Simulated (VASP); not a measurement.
Zr:

```xyz
2
Lattice="3.1900 0.0000 0.0000 -1.5950 2.7626 0.0000 0.0000 0.0000 5.1100" Properties=species:S:1:pos:R:3 pbc="T T T"
Zr    0.0000    1.8417    1.2775
Zr    1.5950    0.9209    3.8325
```

The cell was built by a generator and needn't be a form met in nature.

* Program: VASP 6.6.1
* Task: relaxation of cell and atoms
* Functional: LDA
* Potentials or basis: VASP PAW LDA potentials, release 64 (Zr_sv)
* Cutoff: 600 eV
* k mesh: 16 × 16 × 8
* Occupations: methfessel-paxton, width 0.1 eV
* Spin: no spin polarisation

At the start: pressure -3.1 GPa; volume 22.52 Å³/atom.

How do energy, volume and symmetry change on relaxing?

Over 6 steps the energy falls by 7.0 meV/atom and the volume is 21.80 Å³/atom (-3.2 %); space group P6_3/mmc (No. 194, to 0.05 Å).

Step by step:
```
step  energy change (eV)  largest force (eV/Å)  pressure (GPa)  volume (Å³)
   1              0.0000                0.0000           -3.08        45.03
   2              0.0011                0.0000            3.50        42.27
   3             -0.0136                0.0000           -0.01        43.66
   4             -0.0135                0.0000            0.06        43.63
   5             -0.0139                0.0000            0.05        43.62
   6             -0.0140                0.0000            0.04        43.61
```

Final structure:
```
Zr
1.0
     3.14681    0.00000    0.00000
    -1.57341    2.72522    0.00000
     0.00000    0.00000    5.08469
Zr
2
Direct
  0.33333 0.66667 0.25000
  0.66667 0.33333 0.75000
```
